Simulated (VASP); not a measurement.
Output of a VASP run:

### OUTCAR
```
 ion  position               nearest neighbor table
   1  0.500  0.500  0.167-   7 1.88   8 1.89   8 1.89   6 1.90   2 3.09   3 3.09   3 3.09   3 3.10
                             3 3.10   2 3.10   4 3.12   4 3.12   4 3.13   4 3.13
   2  0.001  0.500  0.835-   5 1.89   5 1.89   7 1.90   6 1.90   1 3.09   4 3.10   4 3.10   1 3.10
                             4 3.11   4 3.11   3 3.11   3 3.11   3 3.14   3 3.14
   3  0.001  0.000  0.332-   5 1.89   6 1.90   6 1.90   8 1.91   1 3.09   1 3.09   4 3.10   1 3.10
                             1 3.10   4 3.11   2 3.11   2 3.11   2 3.14   2 3.14
   4  0.499  0.000  0.666-   7 1.93   7 1.93   8 1.94   5 1.96   3 3.10   2 3.10   2 3.10   2 3.11
                             2 3.11   3 3.11   1 3.12   1 3.12   1 3.13   1 3.13
   5  0.111  0.000  0.666-   2 1.89   2 1.89   3 1.89   4 1.96
   6  0.122  0.500  0.167-   2 1.90   3 1.90   3 1.90   1 1.90
   7  0.625  0.500  0.840-   1 1.88   2 1.90   4 1.93   4 1.93
   8  0.623  0.000  0.326-   1 1.89   1 1.89   3 1.91   4 1.94
  LATTYP: Found a simple monoclinic cell.
 ALAT       =     5.0409613708
 B/A-ratio  =     0.6206478562
 C/A-ratio  =     1.0741407020
 COS(beta)  =    -0.0006710485
 Subroutine PRICEL returns:
 Original cell was already a primitive cell.
 Subroutine GETGRP returns: Found  2 space group operations
The static configuration has the point symmetry C_1h.
The dynamic configuration has the point symmetry C_1h.
 Subroutine INISYM returns: Found  2 space group operations
 Subroutine IBZKPT returns following result:
 Found     65 irreducible k-points:

 Following reciprocal coordinates:
            Coordinates               Weight
  0.000000  0.000000  0.000000      1.000000
  0.200000  0.000000  0.000000      2.000000
  0.400000  0.000000  0.000000      2.000000
  0.000000  0.125000  0.000000      2.000000
  0.200000  0.125000  0.000000      4.000000
  0.400000  0.125000  0.000000      4.000000
  0.000000  0.250000  0.000000      2.000000
  0.200000  0.250000  0.000000      4.000000
  0.400000  0.250000  0.000000      4.000000
  0.000000  0.375000  0.000000      2.000000
  0.200000  0.375000  0.000000      4.000000
  0.400000  0.375000  0.000000      4.000000
  0.000000  0.500000  0.000000      1.000000
  0.200000  0.500000  0.000000      2.000000
  0.400000  0.500000  0.000000      2.000000
 -0.000000  0.000000  0.200000      2.000000
  0.200000  0.000000  0.200000      2.000000
  0.400000  0.000000  0.200000      2.000000
 -0.400000  0.000000  0.200000      2.000000
 -0.200000  0.000000  0.200000      2.000000
 -0.000000  0.125000  0.200000      4.000000
  0.200000  0.125000  0.200000      4.000000
  0.400000  0.125000  0.200000      4.000000
 -0.400000  0.125000  0.200000      4.000000
 -0.200000  0.125000  0.200000      4.000000
 -0.000000  0.250000  0.200000      4.000000
  0.200000  0.250000  0.200000      4.000000
  0.400000  0.250000  0.200000      4.000000
 -0.400000  0.250000  0.200000      4.000000
 -0.200000  0.250000  0.200000      4.000000
 -0.000000  0.375000  0.200000      4.000000
  0.200000  0.375000  0.200000      4.000000
  0.400000  0.375000  0.200000      4.000000
 -0.400000  0.375000  0.200000      4.000000
 -0.200000  0.375000  0.200000      4.000000
 -0.000000  0.500000  0.200000      2.000000
  0.200000  0.500000  0.200000      2.000000
  0.400000  0.500000  0.200000      2.000000
 -0.400000  0.500000  0.200000      2.000000
 -0.200000  0.500000  0.200000      2.000000
   k-points           NKPTS =     65   k-points in BZ     NKDIM =     65   number of bands    NBANDS=     26
   number of dos      NEDOS =    601   number of ions     NIONS =      8
   total plane-waves  NPLWV =  38400
   dimension x,y,z NGX =    40 NGY =   24 NGZ =   40
   dimension x,y,z NGXF=    80 NGYF=   48 NGZF=   80
   ions per type =               3   1   4
   PREC   = accura    normal or accurate (medium, high low for compatibility)
   ISTART =      0    job   : 0-new  1-cont  2-samecut
   ICHARG =      2    charge: 1-file 2-atom 10-const
   ISPIN  =      1    spin polarized calculation?
   LNONCOLLINEAR =      F non collinear calculations
...
```

OSZICAR:
```
       N       E                     dE             d eps       ncg     rms          rms(c)
DAV:   1     0.359300646349E+03    0.35930E+03   -0.19783E+04  3436   0.202E+03
DAV:   2    -0.181409533088E+02   -0.37744E+03   -0.36493E+03  4140   0.490E+02
DAV:   3    -0.665789373726E+02   -0.48438E+02   -0.47874E+02  3876   0.150E+02
DAV:   4    -0.686748334035E+02   -0.20959E+01   -0.20886E+01  4592   0.336E+01
DAV:   5    -0.687187904892E+02   -0.43957E-01   -0.43908E-01  4500   0.451E+00    0.161E+01
DAV:   6    -0.601042543461E+02    0.86145E+01   -0.36547E+01  5246   0.610E+01    0.560E+00
DAV:   7    -0.601442774821E+02   -0.40023E-01   -0.23042E+00  4016   0.112E+01    0.388E+00
DAV:   8    -0.600823371694E+02    0.61940E-01   -0.32880E-01  4664   0.708E+00    0.735E-01
DAV:   9    -0.600663898985E+02    0.15947E-01   -0.77332E-02  5424   0.467E+00    0.392E-01
DAV:  10    -0.600663980279E+02   -0.81294E-05   -0.80116E-03  4200   0.682E-01    0.180E-01
DAV:  11    -0.600665633047E+02   -0.16528E-03   -0.64658E-04  5120   0.294E-01    0.542E-02
DAV:  12    -0.600665742071E+02   -0.10902E-04   -0.15386E-04  4354   0.876E-02    0.166E-02
DAV:  13    -0.600665761879E+02   -0.19808E-05   -0.24225E-05  4318   0.356E-02    0.112E-02
DAV:  14    -0.600665759051E+02    0.28280E-06   -0.28737E-06  4492   0.196E-02    0.625E-03
DAV:  15    -0.600665760079E+02   -0.10285E-06   -0.10309E-06  3870   0.736E-03    0.281E-03
DAV:  16    -0.600665759437E+02    0.64208E-07   -0.14952E-07  2138   0.411E-03
   1 F= -.60066576E+02 E0= -.60066576E+02  d E =0.000000E+00
```

**OUTCAR**
```
------------------------ aborting loop because EDIFF is reached ----------------------------------------
  FORCE on cell =-STRESS in cart. coord.  units (eV):
  Direction    XX          YY          ZZ          XY          YZ          ZX
  --------------------------------------------------------------------------------------
  Total        0.1348895      0.1359521      0.1448762      0.0000000      0.0000000      0.0023588
  in kB        2.5307103      2.5506443      2.7180728      0.0000000      0.0000000      0.0442539
  external PRESSURE =       2.5998091 kB  Pullay stress =       0.0000000 kB
  volume of cell :       85.40
      direct lattice vectors                 reciprocal lattice vectors
     5.040961369  0.000000000 -0.000129557     0.198374862  0.000000000  0.000128021
     0.000000000  3.128661868  0.000000000     0.000000000  0.319625464  0.000000000
    -0.003494365  0.000000000  5.414700658     0.000004746  0.000000000  0.184682419
 POSITION                                       TOTAL-FORCE (eV/Angst)
 -----------------------------------------------------------------------------------
      2.52091      1.56433      0.90625         0.005697      0.000000      0.000015
      0.00195      1.56433      4.52050        -0.001893      0.000000     -0.002771
      0.00409      0.00000      1.79592         0.002770      0.000000      0.003730
      2.51554      0.00000      3.60741        -0.004324      0.000000      0.000208
      0.55851      0.00000      3.60797         0.000185      0.000000      0.002795
      0.61688      1.56433      0.90547        -0.007788      0.000000     -0.003743
      3.14784      1.56433      4.54915         0.003615      0.000000     -0.003493
      3.14003      0.00000      1.76688         0.001738      0.000000      0.003260
 -----------------------------------------------------------------------------------
    total drift:                               -0.000400     -0.000000     -0.001284
  FREE ENERGIE OF THE ION-ELECTRON SYSTEM (eV)
  ---------------------------------------------------
  free  energy   TOTEN  =       -60.0665759437 eV

  energy  without entropy=      -60.0665759437  energy(sigma->0) =      -60.06657594

 total charge

# of ion       s       p       d       tot
------------------------------------------
    1        0.371   0.444   0.000   0.815
    2        0.370   0.440   0.000   0.809
    3        0.368   0.436   0.000   0.804
    4        0.787   0.925  10.195  11.908
    5        1.217   2.595   0.000   3.812
    6        1.216   2.616   0.000   3.833
    7        1.218   2.583   0.000   3.801
    8        1.217   2.598   0.000   3.816
--------------------------------------------------
tot          6.764  12.638  10.195  29.597

 Electric field gradients after diagonalization (V/A^2)
 (convention: |V_zz| > |V_xx| > |V_yy|)
----------------------------------------------------------------------
 ion       V_xx      V_yy      V_zz     asymmetry (V_yy - V_xx)/ V_zz
----------------------------------------------------------------------
   1      -2.686    -1.433     4.119       0.304
   2      -2.605    -1.030     3.635       0.433
   3      -2.628    -1.185     3.813       0.378
   4      -6.568    -4.791    11.359       0.156
   5      -9.366    -9.210    18.576       0.008
   6       0.509     0.263    -0.773       0.319
   7      16.940     3.236   -20.177       0.679
   8     -10.309    -9.776    20.084       0.027
```
(Selected blocks of OUTCAR.)

File POSCAR:
```
Al3GaN4
1
    5.0409613691     0.0000000000    -0.0001295571
    0.0000000000     3.1286618682     0.0000000000
   -0.0034943651     0.0000000000     5.4147006579
Al Ga N
3 1 4
Direct
  0.5002010367   0.5000000000   0.1673810531
  0.0009661552   0.5000000000   0.8348574759
  0.0010420135   0.0000000000   0.3316753903
  0.4994822980   0.0000000000   0.6662371647
  0.1112570090   0.0000000000   0.6663311444
  0.1224888780   0.5000000000   0.1672280994
  0.6250343430   0.5000000000   0.8401626921
  0.6231282667   0.0000000000   0.3263269801
```

Question: Write an INCAR and KPOINTS that could have produced this output.

Answer: One answer among several that fit: the input of the run itself, PBEsol GGA, plane waves, VASP's PBE PAW potentials (set 64).

KPOINTS:
```
kpoints
0
Gamma
5 8 5
0 0 0
```

**INCAR**
```
SYSTEM = Al3GaN4
PREC = Accurate
ENCUT = 520
EDIFF = 1E-7
NELM = 100
ALGO = Normal
LREAL = .FALSE.
LASPH = .TRUE.
ISMEAR = -5
GGA = PS
LMAXMIX = 4
LWAVE = .FALSE.
LCHARG = .TRUE.
LORBIT = 11
NEDOS = 601
ISIF = 2
LEFG = .TRUE.
```

POTCAR, in this order: Al Ga_d N (PBE.64 set). Program: vasp_std.

The structure comes from a computed database's Al3GaN4 entry (Pm); how it stands against other phases isn't given here. It was relaxed first.
